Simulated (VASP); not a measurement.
# Cd2SO: structure and properties in VASP, part 3 of 5

What structure does Cd2SO take at this level, and what are its properties? The cell is invented: it takes the structure of a Materials Project entry for Cd2SeS (space group 156 there), with some of its atoms replaced by other elements, volume scaled by an estimate. It may not be a known or stable phase. The atoms of the start are displaced at random from the sites of a P3m1 cell.

VASP 6.6.1, plane waves and PAW; the level of theory is named at each step.

Still holding for the runs below: The k-mesh is coarse for a metal. The electron count would fill whole bands, but the bands touch or overlap. That can be a semimetal, a small gap that the functional closes or, with several bands partly filled, an ordinary metal.

So far. Step 2 (Rough relaxation of the start cell): It ends with a largest force of 0.031 eV/Å and a pressure of 0.01 GPa. Step 3 (Full relaxation (optB86b-vdW)): It ends with a largest force of 0.009 eV/Å and a pressure of 0.00 GPa.

The structure was built from a prototype and need not be the compound's stable phase.

## (4) Density, ELF and potential (optB86b-vdW)

Level of this step: optB86b-vdW; plane waves and PAW (Cd, S, O); invented cell (VASP).

The relaxed cell gets a fresh self-consistent run, on a basis set for its own volume, to fix the density and to check the remaining stress.

Contents of INCAR:

```
SYSTEM = Cd2SO
PREC = Accurate
ENCUT = 520
EDIFF = 1E-06
NELM = 100
ISMEAR = -1
SIGMA = 0.05
LREAL = .FALSE.
ALGO = Normal
GGA = MK
AGGAC = 0
LUSE_VDW = .TRUE.
PARAM1 = 0.1234
PARAM2 = 1
LASPH = .TRUE.
NBANDS = 24
LORBIT = 11
LWAVE = .FALSE.
LCHARG = .TRUE.
ISIF = 2
LELF = .TRUE.
LVHAR = .TRUE.
```

Contents of POSCAR:

```
Cd2SO
1.0
    3.8711698625     -0.0008254752      0.0017547921
   -1.9362965715      3.3497564552     -0.0053111635
    0.0028588627     -0.0079679189      6.3951459825
Cd S O
2 1 1
Direct
    0.9974317822      0.9994323675      0.4643145227
    0.3299560326      0.6618530284      0.0321567231
    0.3309716224      0.6672133620      0.6347432857
    0.9969445628      0.9960072421      0.1204494685
```

Contents of KPOINTS:

```
Automatic mesh
0
Gamma
8 8 4
0 0 0
```

PAW data sets: Cd, S and O (PBE family, release 64).

Launch:

```sh
$ mpirun -np 2 vasp_std
```

The log of the run:

```text
[banner, memory and clock lines left out]
running    2 mpi-ranks, on    1 nodes
 distrk:  each k-point on    2 cores,    1 groups
 distr:  one band on    1 cores,    2 groups

 POSCAR found type information on POSCAR CdS O
 POSCAR found :  3 types and       4 ions
 [... a notice as in an earlier step ...]

 [... a notice as in an earlier step ...]

 LDA part: xc-table for (Slater+PW92), standard interpolation
 POSCAR, INCAR and KPOINTS ok, starting setup
 FFT: planning ... GRIDC
 FFT: planning ... GRID_SOFT
 FFT: planning ... GRID
 WAVECAR not read
 entering main loop
       N       E                     dE             d eps       ncg     rms          rms(c)
DAV:   1     0.263281577101E+03    0.26328E+03   -0.18656E+04  6336   0.142E+03
DAV:   2     0.601022267218E+01   -0.25727E+03   -0.24862E+03  7152   0.356E+02
DAV:   3    -0.675853475573E+01   -0.12769E+02   -0.12699E+02  7736   0.829E+01
DAV:   4    -0.685367953448E+01   -0.95145E-01   -0.95128E-01  7000   0.712E+00
DAV:   5    -0.685482626913E+01   -0.11467E-02   -0.11467E-02  7880   0.728E-01    0.135E+01
DAV:   6    -0.429974094438E+01    0.25551E+01   -0.97985E+00  7952   0.395E+01    0.104E+01
DAV:   7    -0.417861935902E+01    0.12112E+00   -0.26884E+00  6832   0.115E+01    0.655E+00
DAV:   8    -0.415538585443E+01    0.23234E-01   -0.38951E-01  7336   0.477E+00    0.128E+00
DAV:   9    -0.414843526529E+01    0.69506E-02   -0.54666E-02  7824   0.205E+00    0.297E-01
DAV:  10    -0.414832452219E+01    0.11074E-03   -0.95013E-03  6552   0.644E-01    0.132E-01
DAV:  11    -0.414851943517E+01   -0.19491E-03   -0.51846E-04  7496   0.194E-01    0.685E-02
DAV:  12    -0.414859874247E+01   -0.79307E-04   -0.11472E-04  6648   0.938E-02    0.332E-02
DAV:  13    -0.414860631842E+01   -0.75759E-05   -0.16095E-05  7712   0.439E-02    0.151E-02
DAV:  14    -0.414860730137E+01   -0.98295E-06   -0.37275E-06  5600   0.181E-02
   1 F= -.41486073E+01 E0= -.41478958E+01  d E =-.142291E-02
```

Run time: 58 s. Hardware: 2 MPI ranks of AMD EPYC 9R45, shared host; peak memory 0.85 GiB; 1.9 min of CPU time.

From OUTCAR (step 4):

```text
  LATTYP: Found a triclinic cell.
 ALAT       =     3.8691266366
 B/A-ratio  =     0.9996306994
 C/A-ratio  =     1.6528669609
 COS(alpha) =     0.0017746857
 COS(beta)  =     0.0026751048
 COS(gamma) =     0.4992868050

The static configuration has the point symmetry C_1 .

 Found    132 irreducible k-points:

   ENCUT  =  520.0 eV  38.22 Ry    6.18 a.u.   7.20  7.19 11.89*2*pi/ulx,y,z

   NELECT =      36.0000    total number of electrons

 E-fermi :   1.2313

 k-point     1 :       0.0000    0.0000    0.0000
  band No.  band energies     occupation
    ...
     15      -0.2270      2.00000
     16       0.3895      2.00000
     17       0.6746      1.99997
     18       1.1547      1.64439
     19       1.1578      1.62561
     20       4.7919      0.00000
     21       7.7445      0.00000
     22       8.8738      0.00000
     23       8.8989      0.00000
     24       9.6927      0.00000

 k-point     2 :       0.1250    0.0000    0.0000
  band No.  band energies     occupation
    ...
     14      -0.7967      2.00000
     15      -0.3606      2.00000
     16       0.1873      2.00000
     17       0.3980      2.00000
     18       1.0225      1.96970
     19       1.5554      0.00306
     20       5.3611      0.00000
     21       7.6597      0.00000
     22       8.3301      0.00000
     23       9.1316      0.00000
    ...

Total vdW correction in eV:      7.4943415

  Total       -0.0176746     -0.0142911      0.0077978      0.0000003     -0.0007367     -0.0009188
  in kB       -0.3415149     -0.2761372      0.1506719      0.0000062     -0.0142352     -0.0177537
  external PRESSURE =      -0.1556601 kB  Pullay stress =       0.0000000 kB

  energy-cutoff  :      520.00
  volume of cell :       82.92
      direct lattice vectors                 reciprocal lattice vectors
     3.871169862 -0.000825475  0.001754792     0.258351658  0.149337962  0.000070572
    -1.936296572  3.349756455 -0.005311164     0.000063497  0.298566459  0.000371965
     0.002858863 -0.007967919  6.395145982    -0.000070838  0.000206982  0.156368886

 POSITION                                       TOTAL-FORCE (eV/Angst)
 -----------------------------------------------------------------------------------
      1.92736      3.34333      2.96580         0.000934     -0.000837     -0.004805
     -0.00414      2.21652      0.20271         0.000324      0.004469      0.001811
     -0.00886      2.22967      4.05631         0.000509     -0.002199      0.008549
      1.93112      3.33460      0.76675        -0.001767     -0.001433     -0.005554
 -----------------------------------------------------------------------------------
    total drift:                                0.000485      0.000609     -0.000497

  FREE ENERGIE OF THE ION-ELECTRON SYSTEM (eV)
  ---------------------------------------------------
  free  energy   TOTEN  =        -4.1486073014 eV

  energy  without entropy=       -4.1471843877  energy(sigma->0) =       -4.14789584

Total vdW correction in eV:      7.4944085

[... 4 parts as in an earlier step ...]

[... 7 further parts left out ...]
```

Numbers from this step:

| Quantity | Value |
| --- | --- |
| SCF cycles | 14 |
| pressure | -0.01557 GPa |

Valence electrons inside each PAW sphere by angular momentum. Sphere charges, by row:

| atom | s (e) | p (e) | d (e) | tot (e) |
| --- | --- | --- | --- | --- |
| Cd1 | 0.43 | 0.35 | 9.578 | 10.36 |
| Cd2 | 0.367 | 0.242 | 9.598 | 10.21 |
| S3 | 1.332 | 2.405 | 0 | 3.737 |
| O4 | 1.56 | 3.32 | 0 | 4.88 |

Electrostatic potential energy in the ac plane at fractional y = 0.662, with atoms of Cd and S within 0.2 Å of it. With pseudopotentials it is smooth inside the atoms' cores, unlike the true potential.

Ten even steps from '_' (-70 eV) to '@' (5 eV), each cell a mean:
```
@@%%%%########%%%%@@@@@@@@@@
@@@@%%%%####%%%%@@@@@@@@@@@@
@@@@@@%%%%%%%%@@@@@@@@@@@@@@
@@@@@@@@@@@@@@@@@@@@@@@@@@@@
@@@@@@@@%%%%@@@@@@@@@@@@@@@@
@@@@%%**==++**%%@@@@@@@@@@@@
@@@@**::____::##@@@@@@@@@@@@
@@%%==________++%%@@@@@@@@@@
@@%%==________++%%@@@@@@@@@@
@@@@**::____::##@@@@@@@@@@@@
@@@@%%**====**%%@@@@@@@@@@@@
@@@@@@@@%%%%@@@@@@@@@@%%%%@@
@@@@@@@@@@@@@@@@@@@@@@%%%%@@
@@@@@@@@@@@@@@@@@@@@@@@@@@@@
@@@@@@@@@@@@@@@@@@@@@@@@@@@@
@@@@@@@@@@@@@@@@@@@@@@@@@@@@
@@@@@@@@@@@@@@@@@@@@@@@@@@@@
@@@@@@@@@@@@@@@@@@@@@@@@@@@@
@@@@%%%%%%%%%%@@@@@@@@@@@@@@
@@@@%%########%%@@@@@@@@@@@@
@@%%##########%%%%@@@@@@@@@@
@@%%############%%@@@@@@@@@@
@@%%############%%@@@@@@@@@@
```
Columns run along a (3.9 Å; values clipped at the 3rd and 97th percentile), rows up along c (6.4 Å). Atoms in or near the plane, at fractional coordinates: Cd at (0.33, 0.03), S at (0.33, 0.63).

Valence density in the ac plane at fractional y = 0.662, with atoms of Cd and S within 0.2 Å of it. It is the smooth field of the valence electrons, not physical close to the nuclei.

Ten steps, logarithmic in the rise over the least value, from '_' (0.0 e/Å³) to '@' (8.3 e/Å³), each cell a mean:
```
..--**##%%%%##++--....____..
..::==++****++==::..________
__..::--====--::..__________
__..::--------::..__________
..::--========--::..________
..--==++++++++==--..________
::--++++++++++==--::..____..
--==++++----++++==::........
--==++++::--++++==--::....::
--==++++++++++++==::::::::::
::--==++++++++==--::::::::::
::::----====----::::::::--::
::::::::::::::::::::::::::::
....................::::::::
..________________..........
____________________........
________....__________....__
........::::................
....::========::............
::::==**####**==::::::::::::
::--**%%@@@@%%**--::::::::::
::==##@@@@@@@@**==::......::
::==##@@@@@@%%**==::........
```
Columns run along a (3.9 Å), rows up along c (6.4 Å). Atoms in or near the plane, at fractional coordinates: Cd at (0.33, 0.03), S at (0.33, 0.63).

ELF in the ac plane at fractional y = 0.662, with atoms of Cd and S within 0.2 Å of it. It is the smooth field of the valence electrons, not physical close to the nuclei.

Values, 23 rows by 14 columns, each cell a mean:
```
0.13 0.21 0.25 0.14 0.06 0.06 0.14 0.26 0.21 0.12 0.08 0.09 0.09 0.09
0.11 0.17 0.23 0.23 0.20 0.20 0.24 0.23 0.17 0.10 0.06 0.04 0.05 0.06
0.10 0.14 0.17 0.19 0.20 0.20 0.19 0.17 0.14 0.09 0.04 0.02 0.02 0.04
0.15 0.25 0.32 0.36 0.37 0.37 0.36 0.31 0.24 0.13 0.05 0.02 0.02 0.05
0.31 0.50 0.65 0.73 0.77 0.76 0.73 0.63 0.49 0.27 0.09 0.03 0.03 0.10
0.51 0.71 0.82 0.85 0.86 0.86 0.85 0.81 0.70 0.45 0.17 0.05 0.05 0.19
0.61 0.78 0.84 0.80 0.72 0.73 0.80 0.84 0.78 0.56 0.24 0.08 0.08 0.25
0.65 0.82 0.83 0.68 0.43 0.45 0.70 0.84 0.82 0.60 0.26 0.10 0.11 0.28
0.61 0.82 0.84 0.68 0.38 0.40 0.69 0.85 0.82 0.56 0.24 0.13 0.14 0.26
0.51 0.77 0.85 0.77 0.61 0.63 0.78 0.85 0.77 0.45 0.20 0.14 0.15 0.21
0.34 0.61 0.79 0.81 0.77 0.77 0.81 0.78 0.60 0.29 0.17 0.17 0.17 0.18
0.23 0.42 0.65 0.73 0.74 0.74 0.73 0.62 0.40 0.20 0.17 0.20 0.20 0.18
0.18 0.26 0.42 0.54 0.57 0.57 0.54 0.40 0.25 0.17 0.19 0.22 0.22 0.19
0.15 0.15 0.20 0.26 0.29 0.28 0.26 0.19 0.15 0.15 0.18 0.21 0.21 0.18
0.11 0.09 0.09 0.10 0.10 0.10 0.10 0.09 0.09 0.12 0.15 0.17 0.17 0.15
0.07 0.06 0.05 0.05 0.05 0.05 0.04 0.05 0.06 0.08 0.10 0.11 0.11 0.10
0.08 0.06 0.06 0.07 0.09 0.09 0.07 0.06 0.06 0.08 0.10 0.12 0.12 0.11
0.11 0.09 0.11 0.14 0.17 0.17 0.14 0.10 0.08 0.11 0.17 0.22 0.22 0.18
0.14 0.12 0.17 0.24 0.28 0.28 0.24 0.16 0.11 0.15 0.26 0.34 0.34 0.26
0.15 0.14 0.23 0.24 0.20 0.20 0.24 0.22 0.13 0.15 0.28 0.39 0.39 0.28
0.14 0.18 0.21 0.10 0.03 0.03 0.10 0.23 0.18 0.13 0.24 0.38 0.37 0.25
0.13 0.21 0.17 0.03 0.00 0.00 0.03 0.20 0.21 0.12 0.18 0.29 0.29 0.19
0.14 0.23 0.19 0.04 0.00 0.00 0.04 0.21 0.22 0.12 0.13 0.19 0.19 0.14
```
Columns run along a (3.9 Å), rows up along c (6.4 Å). Atoms in or near the plane, at fractional coordinates: Cd at (0.33, 0.03), S at (0.33, 0.63).

In this run the pressure is -0.02 GPa, small enough to go on; single stress components reach 0.03 GPa.

## (5) Bands along the symmetry lines (optB86b-vdW)

The mesh alone shows little of the dispersion and can miss band extrema, so KPOINTS_OPT adds a path through the symmetry points after the self-consistent cycle.

Changes to INCAR since step 4:

```diff
@@ -15,8 +15,6 @@
 LASPH = .TRUE.
-NBANDS = 24
+NBANDS = 32
 LORBIT = 11
 LWAVE = .FALSE.
-LCHARG = .TRUE.
-ISIF = 2
-LELF = .TRUE.
-LVHAR = .TRUE.
+LCHARG = .FALSE.
+KPAR = 2
```

POSCAR is that of step 4.

KPOINTS is that of step 4.

Contents of KPOINTS_OPT:

```
Line mode
16
Line-mode
Reciprocal
  0.00000000   0.00000000   0.50000000 X
  0.00000000   0.00000000   0.00000000 GAMMA

  0.00000000   0.00000000   0.00000000 GAMMA
 -0.50000000   0.00000000   0.00000000 Y

 -0.50000000   0.00000000   0.50000000 L
  0.00000000   0.00000000   0.00000000 GAMMA

  0.00000000   0.00000000   0.00000000 GAMMA
  0.50000000  -0.50000000   0.00000000 Z

  0.50000000  -0.50000000   0.50000000 N
  0.00000000   0.00000000   0.00000000 GAMMA

  0.00000000   0.00000000   0.00000000 GAMMA
  0.00000000  -0.50000000   0.00000000 M

  0.00000000  -0.50000000   0.50000000 R
  0.00000000   0.00000000   0.00000000 GAMMA
```

Launch:

```sh
$ mpirun -np 2 vasp_std
```

The log of the run:

```text
[... set-up lines as in an earlier step ...]
 entering main loop
       N       E                     dE             d eps       ncg     rms          rms(c)
DAV:   1     0.272130038721E+03    0.27213E+03   -0.17825E+04  8448   0.107E+03
DAV:   2     0.629148582142E+01   -0.26584E+03   -0.24918E+03  9568   0.291E+02
DAV:   3    -0.677665123627E+01   -0.13068E+02   -0.12988E+02 10368   0.689E+01
DAV:   4    -0.685414919623E+01   -0.77498E-01   -0.77487E-01  9104   0.534E+00
DAV:   5    -0.685483923161E+01   -0.69004E-03   -0.69003E-03 10392   0.455E-01    0.135E+01
DAV:   6    -0.435813532629E+01    0.24967E+01   -0.57473E+00 10616   0.297E+01    0.105E+01
DAV:   7    -0.418198894933E+01    0.17615E+00   -0.21951E+00 10184   0.842E+00    0.648E+00
DAV:   8    -0.414775920591E+01    0.34230E-01   -0.26530E-01  9304   0.339E+00    0.134E+00
DAV:   9    -0.414841366388E+01   -0.65446E-03   -0.18107E-02 10152   0.109E+00    0.301E-01
DAV:  10    -0.414833949723E+01    0.74167E-04   -0.21870E-03  9552   0.235E-01    0.134E-01
DAV:  11    -0.414853048662E+01   -0.19099E-03   -0.19071E-04  9816   0.104E-01    0.610E-02
DAV:  12    -0.414860434961E+01   -0.73863E-04   -0.10478E-04  9040   0.654E-02    0.245E-02
DAV:  13    -0.414860599337E+01   -0.16438E-05   -0.59845E-06 10272   0.198E-02    0.976E-03
DAV:  14    -0.414860711930E+01   -0.11259E-05   -0.19231E-06  7960   0.123E-02    0.437E-03
DAV:  15    -0.414860708463E+01    0.34670E-07   -0.22028E-07  6360   0.493E-03
   1 F= -.41486071E+01 E0= -.41478956E+01  d E =-.142299E-02
 Start KPOINTS_OPT (optional k-point list driver)
k-point batch [1-112\112]
       N       E                     dE             ncg
DAV:   1     0.113859299226E+05   -0.48063E+05     7168
DAV:   2    -0.182334774727E+05   -0.29619E+05     8064
DAV:   3    -0.196698997604E+05   -0.14364E+04     8648
DAV:   4    -0.196787098698E+05   -0.88101E+01     7768
DAV:   5    -0.196787871576E+05   -0.77288E-01     8832
DAV:   6    -0.196787883902E+05   -0.12327E-02     7888
DAV:   7    -0.196787884157E+05   -0.25460E-04     7928
DAV:   8    -0.196787884165E+05   -0.84817E-06     5288
```

Elapsed: 1.8 min, on 2 MPI ranks; peak memory 1.3 GiB.

From OUTCAR (step 5):

```text
   k-points           NKPTS =    132   k-points in BZ     NKDIM =    132   number of bands    NBANDS=     32

   NELECT =      36.0000    total number of electrons

 E-fermi :   1.2312

 k-point     1 :       0.0000    0.0000    0.0000
  band No.  band energies     occupation
    ...
     15      -0.2275      2.00000
     16       0.3892      2.00000
     17       0.6745      1.99997
     18       1.1546      1.64444
     19       1.1577      1.62567
     20       4.7918      0.00000
     21       7.7444      0.00000
     22       8.8737      0.00000
     23       8.8988      0.00000
     24       9.6927      0.00000
    ...

Total vdW correction in eV:      7.4944410

  Total       -0.0092273     -0.0058429      0.0161755      0.0000008     -0.0007296     -0.0009193
  in kB       -0.1782924     -0.1128975      0.3125481      0.0000163     -0.0140978     -0.0177636
  external PRESSURE =       0.0071194 kB  Pullay stress =       0.0000000 kB

 POSITION                                       TOTAL-FORCE (eV/Angst)
 -----------------------------------------------------------------------------------
      1.92736      3.34333      2.96580         0.000935     -0.000839     -0.004806
     -0.00414      2.21652      0.20271         0.000324      0.004469      0.001877
     -0.00886      2.22967      4.05631         0.000510     -0.002199      0.008503
      1.93112      3.33460      0.76675        -0.001768     -0.001431     -0.005574
 -----------------------------------------------------------------------------------
    total drift:                                0.000484      0.000609     -0.000203

  FREE ENERGIE OF THE ION-ELECTRON SYSTEM (eV)
  ---------------------------------------------------
  free  energy   TOTEN  =        -4.1486070846 eV

  energy  without entropy=       -4.1471840942  energy(sigma->0) =       -4.14789559

Total vdW correction in eV:      7.4944308

[... 8 parts as in an earlier step ...]

[... 8 further parts left out ...]
```

Within 0.02 Å the cell has space group Cm; at a tight tolerance a small distortion makes it P1. Spin-orbit coupling is off here; it would split degenerate levels.

Numbers from this step:

```yaml
scf_cycles: 15
bands: 32
pressure: 7.12e-4 GPa
```

Electronic bands along the path, in eV, zero at the Fermi level; # counts the bands kept in this run, so #1 is VASP's band 3:

| point | #13 | #14 | #15 | #16 | #17 | #18 | #19 | #20 |
| --- | --- | --- | --- | --- | --- | --- | --- | --- |
| X | -1.39 | -1.39 | -0.15 | -0.15 | 1.45 | 2.82 | 5.29 | 7.63 |
| 0.53 of the way | -1.43 | -1.43 | -0.11 | -0.11 | 0.47 | 3.38 | 5.88 | 7.63 |
| Γ | -1.46 | -0.84 | -0.56 | -0.08 | -0.07 | 3.56 | 6.51 | 7.64 |
| 0.47 of the way | -1.99 | -1.86 | -1.04 | -0.47 | 1.18 | 4.68 | 5.75 | 6.96 |
| Y | -2.99 | -2.37 | -1.76 | -0.90 | 3.00 | 4.29 | 4.69 | 5.50 |
| jump to L | -2.16 | -2.00 | -1.55 | -1.12 | 2.72 | 3.91 | 4.81 | 6.06 |
| 0.47 of the way | -2.30 | -1.88 | -1.21 | -0.63 | 1.89 | 4.47 | 5.11 | 6.59 |
| Γ | -1.46 | -0.84 | -0.56 | -0.08 | -0.07 | 3.56 | 6.51 | 7.64 |
| 0.47 of the way | -1.99 | -1.86 | -1.04 | -0.47 | 1.18 | 4.68 | 5.76 | 6.95 |
| Z | -2.99 | -2.37 | -1.76 | -0.90 | 3.01 | 4.30 | 4.69 | 5.51 |
| jump to N | -2.16 | -1.99 | -1.55 | -1.11 | 2.71 | 3.91 | 4.82 | 6.06 |
| 0.47 of the way | -2.30 | -1.88 | -1.21 | -0.63 | 1.89 | 4.46 | 5.12 | 6.60 |
| Γ | -1.46 | -0.84 | -0.56 | -0.08 | -0.07 | 3.56 | 6.51 | 7.64 |
| 0.53 of the way | -2.26 | -1.96 | -1.12 | -0.56 | 1.47 | 4.70 | 5.54 | 6.75 |
| M | -2.98 | -2.37 | -1.76 | -0.91 | 3.00 | 4.29 | 4.70 | 5.47 |
| jump to R | -2.17 | -2.00 | -1.56 | -1.12 | 2.74 | 3.91 | 4.80 | 6.06 |
| 0.53 of the way | -2.05 | -1.81 | -1.16 | -0.53 | 1.54 | 4.35 | 5.75 | 6.38 |
| Γ | -1.46 | -0.84 | -0.56 | -0.08 | -0.07 | 3.56 | 6.51 | 7.64 |

Of the projections kept (Cd, S, O), the largest for each band there, as a share of the weight inside these atoms' spheres; weight between the spheres isn't counted:

| point | #13 | #14 | #15 | #16 | #17 | #18 | #19 | #20 |
| --- | --- | --- | --- | --- | --- | --- | --- | --- |
| X | O 0.80 | O 0.80 | S 0.81 | S 0.81 | Cd 0.50 | Cd 0.38 | Cd 0.71 | Cd 0.94 |
| Γ | O 0.77 | O 0.49 | Cd 0.55 | S 0.74 | S 0.74 | Cd 0.62 | S 0.45 | Cd 0.97 |
| Y | O 0.37 | O 0.72 | O 0.46 | S 0.61 | Cd 0.56 | Cd 0.72 | Cd 0.48 | Cd 0.52 |
| L | O 0.82 | O 0.71 | S 0.49 | S 0.76 | Cd 0.71 | Cd 0.72 | Cd 0.44 | Cd 0.82 |
| Γ | O 0.77 | O 0.49 | Cd 0.55 | S 0.74 | S 0.74 | Cd 0.62 | S 0.45 | Cd 0.97 |
| Z | O 0.37 | O 0.72 | O 0.46 | S 0.61 | Cd 0.56 | Cd 0.72 | Cd 0.48 | Cd 0.52 |

There is no gap at this level: valence and conduction bands touch or overlap by little, or lie apart by less than the smearing. Semilocal levels underestimate gaps, so a small one may be lost here.

(Continued in part 4 of 5.)

[Lines on the potential files, build, host, timing and source positions are cut from VASP's logs without a mark.]

[Logs are printed without paths, hosts, clocks, repeated set-up lines and the standing remarks that a program may print on its own settings, such as how far it seeks lower states.]

[Hosts, paths, dates, database ids (printed as entryN), source tags and the programs' standing remarks are cut or masked in the printed files.]

[A measured line is paired with the nearest computed mode of its activity, which favours agreement.]

[In band tables of VASP the shares of atoms and orbitals are scaled to a sum of 1 inside the atoms' spheres.]
